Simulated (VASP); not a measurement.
# SiO2 (P4_12_12) in VASP: Born charges and dielectric tensor with LDA

Aim: the Born charges and dielectric tensor of SiO2 with LDA.

Program: VASP 6.6.1. These are calculated values, not measurements. Logs are shortened: lines on timing, memory, paths and dates and some standing lists are left out, and cuts for length are marked.

## 1. Starting point

The structure is tetragonal, space group P4_12_12 (No. 92). The conventional cell has a = 4.988 Å, b = 4.988 Å, c = 6.970 Å, α = 90.00°, β = 90.00°, γ = 90.00°. Si (site symmetry 2) has 4 O at 1.59 to 1.60 Å as nearest neighbours. O (site symmetry 1) has 2 Si at 1.59 to 1.60 Å as nearest neighbours.

## 2. Born charges and dielectric tensor, LDA

INCAR reads:

```
SYSTEM = SiO2
PREC = Accurate
ENCUT = 600
EDIFF = 1E-8
ISMEAR = 0
SIGMA = 0.02
LREAL = .False.
LASPH = .True.
NELM = 80
ALGO = Normal
ISIF = 2
LWAVE = .False.
LCHARG = .False.
GGA = CA
LEPSILON = .True.
IBRION = 8
NSW = 1
```

KPOINTS reads:

```
Automatic mesh
0
Gamma
  4 4 4
  0 0 0
```

POSCAR reads:

```
SiO2
1.0
    4.9877000000      0.0000000000      0.0000000000
    0.0000000000      4.9877000000      0.0000000000
    0.0000000000      0.0000000000      6.9697000000
Si O
4 8
Direct
    0.2949000000      0.2949000000      0.0000000000
    0.2051000000      0.7949000000      0.2500000000
    0.7051000000      0.7051000000      0.5000000000
    0.7949000000      0.2051000000      0.7500000000
    0.2416000000      0.0968000000      0.1747000000
    0.4032000000      0.7416000000      0.4247000000
    0.7584000000      0.9032000000      0.6747000000
    0.5968000000      0.2584000000      0.9247000000
    0.7416000000      0.4032000000      0.5753000000
    0.9032000000      0.7584000000      0.3253000000
    0.2584000000      0.5968000000      0.0753000000
    0.0968000000      0.2416000000      0.8253000000
```

Potentials or basis: VASP PAW LDA potentials, release 64 (Si, O).

Started as:

```
> cat potpaw_LDA.64/Si/POTCAR potpaw_LDA.64/O/POTCAR > POTCAR
> mpirun -np 1 vasp_std > vasp.out
```

OUTCAR:

```text
SYSTEM = SiO2
   PREC = Accurate
   ENCUT = 600
   EDIFF = 1E-8
   ISMEAR = 0
   LREAL = .False.
   LASPH = .True.
   NELM = 80
   ISIF = 2
   GGA = CA
   LEPSILON = .True.
   IBRION = 8
   NSW = 1

 ion  position               nearest neighbor table
   1  0.295  0.295  0.000-   5 1.59  12 1.59  11 1.60   8 1.60   2 3.08   4 3.08   2 3.08   4 3.08

   2  0.205  0.795  0.250-   6 1.59  11 1.59  10 1.60   5 1.60   1 3.08   3 3.08   1 3.08   3 3.08

   3  0.705  0.705  0.500-   7 1.59  10 1.59   9 1.60   6 1.60   2 3.08   4 3.08   4 3.08   2 3.08

   4  0.795  0.205  0.750-   8 1.59   9 1.59   7 1.60  12 1.60   1 3.08   3 3.08   3 3.08   1 3.08

   5  0.242  0.097  0.175-   1 1.59   2 1.60
   6  0.403  0.742  0.425-   2 1.59   3 1.60
   7  0.758  0.903  0.675-   3 1.59   4 1.60
   8  0.597  0.258  0.925-   4 1.59   1 1.60
   9  0.742  0.403  0.575-   4 1.59   3 1.60
  10  0.903  0.758  0.325-   3 1.59   2 1.60
  11  0.258  0.597  0.075-   2 1.59   1 1.60
  12  0.097  0.242  0.825-   1 1.59   4 1.60

  LATTYP: Found a simple tetragonal cell.
 ALAT       =     4.9877000000
 C/A-ratio  =     1.3973775488

  Lattice vectors:

 A1 = (   4.9877000000,   0.0000000000,   0.0000000000)
 A2 = (   0.0000000000,   4.9877000000,   0.0000000000)
 A3 = (   0.0000000000,   0.0000000000,   6.9697000000)

[... 1148 lines left out ...]
  3Y     0.298926   -0.378238   -0.649513    0.389400    0.601121   -1.109728   -0.522976  -47.404135   -0.229766   -0.380522   10.368192   -2.141621   -0.014678   -0.339957    0.237466   -2.854842    2.980781   -0.978996    2.802665   11.123475   12.689801   -0.344888   -1.139363    0.992407   -2.489544   21.942652   -6.872318    2.872286    2.950898   -3.458681   -0.286175    0.462871    0.611559    0.530349   -1.168296    0.909391
  3Z    -0.662601    0.662601    4.390392   -2.154423   -1.069221    4.620867    0.202248   -0.202248  -55.153074    1.069221    2.154423    4.620867    0.644984    1.357080   -2.135617    9.268906   -0.950461    6.381890    3.481410   13.160962   18.863016    1.166243   -0.551591   -2.348816    0.950461   -9.268906    6.381890  -13.160962   -3.481410   18.863016    0.551591   -1.166243   -2.348816   -1.357080   -0.644984   -2.135617
  4X    10.368192    0.380522    2.141621   -0.378238   -0.298926    0.649513    0.601121   -0.389400    1.109728  -47.404135    0.522976    0.229766   -1.139363    0.344888   -0.992407   -0.339957    0.014678   -0.237466    2.980781    2.854842    0.978996   11.123475   -2.802665  -12.689801    2.950898   -2.872286    3.458681    0.462871    0.286175   -0.611559   -1.168296   -0.530349   -0.909391   21.942652    2.489544    6.872318
  4Y    -0.389400    0.601121    1.109728   -0.298926   -0.378238    0.649513    0.380522   10.368192    2.141621    0.522976  -47.404135    0.229766    0.286175    0.462871   -0.611559   -0.530349   -1.168296   -0.909391    2.489544   21.942652    6.872318   -2.872286    2.950898    3.458681   -2.802665   11.123475  -12.689801    0.344888   -1.139363   -0.992407    0.014678   -0.339957   -0.237466    2.854842    2.980781    0.978996
  4Z    -2.154423    1.069221    4.620867   -0.662601   -0.662601    4.390392    1.069221   -2.154423    4.620867    0.202248    0.202248  -55.153074    0.551591    1.166243   -2.348816   -1.357080    0.644984   -2.135617    0.950461    9.268906    6.381890  -13.160962    3.481410   18.863016    3.481410  -13.160962   18.863016    1.166243    0.551591   -2.348816    0.644984   -1.357080   -2.135617    9.268906    0.950461    6.381890
  5X     2.924574    2.802413   -3.497940    2.998331    2.498147   -0.977193   -1.168014   -0.023598    0.665835   -1.098499    0.300316    0.577965   -6.129159   -7.060943    5.723255    0.061911   -0.745877    0.767778    0.198784   -0.122369   -0.245488    1.618353    0.744913   -2.121010    0.344964    0.206249   -0.435842    1.430907    1.586924   -1.503515   -1.204585    0.215256    0.023665    0.022434   -0.401433    1.022491
  5Y     2.900078   11.159041  -13.258846    2.846850   21.882510   -9.242483    0.547806   -0.342503    1.413777    0.348068    0.462123    1.169212   -7.059042  -45.016048   26.271358   -1.042421    1.617979   -1.660340   -0.120630   -0.453447   -0.612211    1.022416    0.058641   -1.396497   -0.199217    0.633372   -0.754265    1.490774    1.441984   -1.269942   -0.207768    8.524904    0.774149   -0.526915    0.031445   -1.433912
  5Z    -3.435087  -12.677153   18.728669   -1.006157   -6.930473    6.461800   -0.898552    0.233311   -2.043701   -1.011225   -0.634017   -2.382563    5.708723   26.265045  -28.587185    1.396096   -2.112554    1.593893    0.237716    0.608001    1.043059   -1.663759   -0.764155    1.659085    0.429269   -0.731475    1.383293   -1.236838   -1.487394    0.601982    0.010719   -0.755266   -1.343302    1.469096   -1.013870    2.884970
  6X     0.462123   -0.348068   -1.169212   11.159041   -2.900078   13.258846   21.882510   -2.846850    9.242483   -0.342503   -0.547806   -1.413777    0.058641   -1.022416    1.396497  -45.016048    7.059042  -26.271358    1.617979    1.042421    1.660340   -0.453447    0.120630    0.612211    1.441984   -1.490774    1.269942    8.524904    0.207768   -0.774149    0.031445    0.526915    1.433912    0.633372    0.199217    0.754265
  6Y    -0.300316   -1.098499    0.577965   -2.802413    2.924574   -3.497940   -2.498147    2.998331   -0.977193    0.023598   -1.168014    0.665835   -0.744913    1.618353   -2.121010    7.060943   -6.129159    5.723255    0.745877    0.061911    0.767778    0.122369    0.198784   -0.245488   -1.586924    1.430907   -1.503515   -0.215256   -1.204585    0.023665    0.401433    0.022434    1.022491   -0.206249    0.344964   -0.435842
[... 5 lines left out ...]
  8Y    -2.498147    2.998331    0.977193    0.023598   -1.168014   -0.665835   -0.300316   -1.098499   -0.577965   -2.802413    2.924574    3.497940    0.745877    0.061911   -0.767778    0.122369    0.198784    0.245488   -0.744913    1.618353    2.121010    7.060943   -6.129159   -5.723255    0.401433    0.022434   -1.022491   -0.206249    0.344964    0.435842   -1.586924    1.430907    1.503515   -0.215256   -1.204585   -0.023665
  8Z    -6.930473    1.006157    6.461800    0.233311    0.898552   -2.043701   -0.634017    1.011225   -2.382563  -12.677153    3.435087   18.728669   -2.112554   -1.396096    1.593893    0.608001   -0.237716    1.043059   -0.764155    1.663759    1.659085   26.265045   -5.708723  -28.587185   -1.013870   -1.469096    2.884970   -0.731475   -0.429269    1.383293   -1.487394    1.236838    0.601982   -0.755266   -0.010719   -1.343302
  9X    -1.098499   -0.300316   -0.577965   -1.168014    0.023598   -0.665835    2.998331   -2.498147    0.977193    2.924574   -2.802413    3.497940    0.344964   -0.206249    0.435842    1.430907   -1.586924    1.503515   -1.204585   -0.215256   -0.023665    0.022434    0.401433   -1.022491   -6.129159    7.060943   -5.723255    0.061911    0.745877   -0.767778    0.198784    0.122369    0.245488    1.618353   -0.744913    2.121010
  9Y    -0.348068    0.462123    1.169212   -0.547806   -0.342503    1.413777   -2.846850   21.882510   -9.242483   -2.900078   11.159041  -13.258846    0.199217    0.633372   -0.754265   -1.490774    1.441984   -1.269942    0.207768    8.524904    0.774149    0.526915    0.031445   -1.433912    7.059042  -45.016048   26.271358    1.042421    1.617979   -1.660340    0.120630   -0.453447   -0.612211   -1.022416    0.058641   -1.396497
  9Z     1.011225   -0.634017   -2.382563    0.898552    0.233311   -2.043701    1.006157   -6.930473    6.461800    3.435087  -12.677153   18.728669   -0.429269   -0.731475    1.383293    1.236838   -1.487394    0.601982   -0.010719   -0.755266   -1.343302   -1.469096   -1.013870    2.884970   -5.708723   26.265045  -28.587185   -1.396096   -2.112554    1.593893   -0.237716    0.608001    1.043059    1.663759   -0.764155    1.659085
 10X    -0.342503    0.547806    1.413777   21.882510    2.846850   -9.242483   11.159041    2.900078  -13.258846    0.462123    0.348068    1.169212    1.441984    1.490774   -1.269942    8.524904   -0.207768    0.774149    0.031445   -0.526915   -1.433912    0.633372   -0.199217   -0.754265    0.058641    1.022416   -1.396497  -45.016048   -7.059042   26.271358    1.617979   -1.042421   -1.660340   -0.453447   -0.120630   -0.612211
 10Y    -0.023598   -1.168014    0.665835    2.498147    2.998331   -0.977193    2.802413    2.924574   -3.497940    0.300316   -1.098499    0.577965    1.586924    1.430907   -1.503515    0.215256   -1.204585    0.023665   -0.401433    0.022434    1.022491    0.206249    0.344964   -0.435842    0.744913    1.618353   -2.121010   -7.060943   -6.129159    5.723255   -0.745877    0.061911    0.767778   -0.122369    0.198784   -0.245488
 10Z     0.233311   -0.898552   -2.043701   -6.930473   -1.006157    6.461800  -12.677153   -3.435087   18.728669   -0.634017   -1.011225   -2.382563   -1.487394   -1.236838    0.601982   -0.755266    0.010719   -1.343302   -1.013870    1.469096    2.884970   -0.731475    0.429269    1.383293   -0.764155   -1.663759    1.659085   26.265045    5.708723  -28.587185   -2.112554    1.396096    1.593893    0.608001    0.237716    1.043059
 11X     2.998331   -2.498147   -0.977193    2.924574   -2.802413   -3.497940   -1.098499   -0.300316    0.577965   -1.168014    0.023598    0.665835   -1.204585   -0.215256    0.023665    0.022434    0.401433    1.022491    0.344964   -0.206249   -0.435842    1.430907   -1.586924   -1.503515    0.198784    0.122369   -0.245488    1.618353   -0.744913   -2.121010   -6.129159    7.060943    5.723255    0.061911    0.745877    0.767778
 11Y    -2.846850   21.882510    9.242483   -2.900078   11.159041   13.258846   -0.348068    0.462123   -1.169212   -0.547806   -0.342503   -1.413777    0.207768    8.524904   -0.774149    0.526915    0.031445    1.433912    0.199217    0.633372    0.754265   -1.490774    1.441984    1.269942    0.120630   -0.453447    0.612211   -1.022416    0.058641    1.396497    7.059042  -45.016048  -26.271358    1.042421    1.617979    1.660340
 11Z    -1.006157    6.930473    6.461800   -3.435087   12.677153   18.728669   -1.011225    0.634017   -2.382563   -0.898552   -0.233311   -2.043701    0.010719    0.755266   -1.343302    1.469096    1.013870    2.884970    0.429269    0.731475    1.383293   -1.236838    1.487394    0.601982    0.237716   -0.608001    1.043059   -1.663759    0.764155    1.659085    5.708723  -26.265045  -28.587185    1.396096    2.112554    1.593893
 12X    11.159041    2.900078   13.258846    0.462123    0.348068   -1.169212   -0.342503    0.547806   -1.413777   21.882510    2.846850    9.242483    0.031445   -0.526915    1.433912    0.633372   -0.199217    0.754265    1.441984    1.490774    1.269942    8.524904   -0.207768   -0.774149    1.617979   -1.042421    1.660340   -0.453447   -0.120630    0.612211    0.058641    1.022416    1.396497  -45.016048   -7.059042  -26.271358
 12Y     2.802413    2.924574    3.497940    0.300316   -1.098499   -0.577965   -0.023598   -1.168014   -0.665835    2.498147    2.998331    0.977193   -0.401433    0.022434   -1.022491    0.206249    0.344964    0.435842    1.586924    1.430907    1.503515    0.215256   -1.204585   -0.023665   -0.745877    0.061911   -0.767778   -0.122369    0.198784    0.245488    0.744913    1.618353    2.121010   -7.060943   -6.129159   -5.723255
 12Z    12.677153    3.435087   18.728669    0.634017    1.011225   -2.382563   -0.233311    0.898552   -2.043701    6.930473    1.006157    6.461800    1.013870   -1.469096    2.884970    0.731475   -0.429269    1.383293    1.487394    1.236838    0.601982    0.755266   -0.010719   -1.343302    2.112554   -1.396096    1.593893   -0.608001   -0.237716    1.043059    0.764155    1.663759    1.659085  -26.265045   -5.708723  -28.587185

 Eigenvectors and eigenvalues of the dynamical matrix
   1 f  =   37.320569 THz   234.492050 2PiTHz 1244.880179 cm-1   154.345402 meV
   2 f  =   37.320569 THz   234.492050 2PiTHz 1244.880179 cm-1   154.345402 meV
   3 f  =   35.141074 THz   220.797882 2PiTHz 1172.180064 cm-1   145.331740 meV
   4 f  =   34.263051 THz   215.281097 2PiTHz 1142.892350 cm-1   141.700528 meV
   5 f  =   34.203422 THz   214.906436 2PiTHz 1140.903338 cm-1   141.453922 meV
   6 f  =   34.081917 THz   214.143003 2PiTHz 1136.850395 cm-1   140.951421 meV
[... 24 lines left out ...]
  31 f  =    3.356340 THz    21.088508 2PiTHz  111.955461 cm-1    13.880702 meV
  32 f  =    2.492134 THz    15.658542 2PiTHz   83.128653 cm-1    10.306635 meV
  33 f/i=    0.004200 THz     0.026389 2PiTHz    0.140096 cm-1     0.017370 meV
  34 f/i=    0.030894 THz     0.194112 2PiTHz    1.030508 cm-1     0.127767 meV
  35 f/i=    0.030894 THz     0.194112 2PiTHz    1.030508 cm-1     0.127767 meV
  36 f/i=    2.455232 THz    15.426679 2PiTHz   81.897732 cm-1    10.154020 meV

 MACROSCOPIC STATIC DIELECTRIC TENSOR IONIC CONTRIBUTION
 ------------------------------------------------------
           1.855230    -0.000000     0.000000
          -0.000000     1.855230     0.000000
           0.000000    -0.000000     1.617894
 ------------------------------------------------------

 ELASTIC MODULI CONTR FROM IONIC RELAXATION (kBar)
 Direction    XX          YY          ZZ          XY          YZ          ZX
 --------------------------------------------------------------------------------
 XX       -3955.4071     57.3126  -1482.3592     -0.0000     -0.0000     -0.0000
 YY          57.3126  -3955.4071  -1482.3592     -0.0000      0.0000      0.0000
 ZZ       -1482.3592  -1482.3592  -2597.0842     -0.0000     -0.0000     -0.0000
 XY          -0.0000     -0.0000     -0.0000   -185.6793      0.0000      0.0000
 YZ          -0.0000      0.0000      0.0000      0.0000   -817.5542      0.0000
 ZX           0.0000      0.0000     -0.0000      0.0000      0.0000   -819.8944
 --------------------------------------------------------------------------------

 PIEZOELECTRIC TENSOR IONIC CONTR  for field in x, y, z        (C/m^2)
          XX          YY          ZZ          XY          YZ          ZX
  --------------------------------------------------------------------------------
  x     0.00000    -0.00000    -0.00000     0.00000    -0.02322    -0.00000
  y     0.00000    -0.00000     0.00000     0.00000     0.00000     0.02601
  z     0.00000     0.00000     0.00000     0.00002     0.00000     0.00000
```

It took 65 min on 1 thread of Intel Xeon Platinum 8488C (Sapphire Rapids), shared host; peak memory 0.74 GiB.

What came out:

```yaml
Band_gap_on_the_k_mesh: 5.56 eV, direct
Electronic_dielectric_tensor_diagonal: 2.24, 2.24, 2.23
Born_charges_mean_of_the_diagonal: Si +3.32; O -1.66 e
Highest_phonon_frequency_at_Γ_LO-TO_splitting_left_out: 1245 cm⁻¹
Most_unstable_mode: 82i cm⁻¹
```

Levels at points of the mesh, in eV from the valence-band top:
```
           k point  band 28  band 29  band 30  band 31  band 32  band 33  band 34  band 35  band 36  band 37
(0.00, 0.00, 0.00)    -1.15    -0.66    -0.23    -0.23     0.00     5.56     8.64     8.64     9.02     9.02
(0.50, 0.00, 0.00)    -1.07    -0.67    -0.67    -0.46    -0.46     7.58     7.58     9.05     9.05     9.55
(0.50, 0.50, 0.00)    -1.40    -0.62    -0.62    -0.59    -0.59     8.55     8.55     8.72     8.72     9.76
(0.00, 0.00, 0.50)    -0.75    -0.50    -0.50    -0.42    -0.42     6.77     6.77     9.32     9.32     9.37
(0.50, 0.00, 0.50)    -1.01    -0.98    -0.98    -0.15    -0.15     8.02     8.02     8.60     8.60     8.95
(0.50, 0.50, 0.50)    -1.41    -0.68    -0.68    -0.68    -0.68     9.03     9.03     9.03     9.03     9.65
```

Phonon frequencies in cm⁻¹ (negative: imaginary):
```tsv
q point	frequencies
(0.000, 0.000, 0.000)	-82 -1 -1 0 83 112 112 206 251 251 271 283 348 356 365 365 386 417 443 443 464 610 610 790 793 797 798 798 1133 1137 1137 1141 1143 1172 1245 1245
```

Electronic dielectric tensor:
```
2.24 0.00 0.00
0.00 2.24 0.00
0.00 0.00 2.23
```

Born effective charge tensors (e):
atom 1, Si
```
 3.33  0.01  0.17
 0.01  3.33 -0.17
-0.31  0.31  3.30
```
atom 2, Si
```
 3.33 -0.01  0.17
-0.01  3.33  0.17
-0.31 -0.31  3.30
```
atom 3, Si
```
 3.33  0.01 -0.17
 0.01  3.33  0.17
 0.31 -0.31  3.30
```
atom 4, Si
```
 3.33 -0.01 -0.17
-0.01  3.33 -0.17
 0.31  0.31  3.30
```
atom 5, O
```
-1.04 -0.14  0.06
-0.19 -2.28  0.81
 0.18  0.80 -1.65
```
atom 6, O
```
-2.28  0.19 -0.81
 0.14 -1.04  0.06
-0.80  0.18 -1.65
```
atom 7, O
```
-1.04 -0.14 -0.06
-0.19 -2.28 -0.81
-0.18 -0.80 -1.65
```
atom 8, O
```
-2.28  0.19  0.81
 0.14 -1.04 -0.06
 0.80 -0.18 -1.65
```
atom 9, O
```
-1.04  0.14 -0.06
 0.19 -2.28  0.81
-0.18  0.80 -1.65
```
atom 10, O
```
-2.28 -0.19  0.81
-0.14 -1.04  0.06
 0.80  0.18 -1.65
```
atom 11, O
```
-1.04  0.14  0.06
 0.19 -2.28 -0.81
 0.18 -0.80 -1.65
```
atom 12, O
```
-2.28 -0.19 -0.81
-0.14 -1.04 -0.06
-0.80 -0.18 -1.65
```

Caveat: some modes are imaginary. A k mesh can miss the band edges.
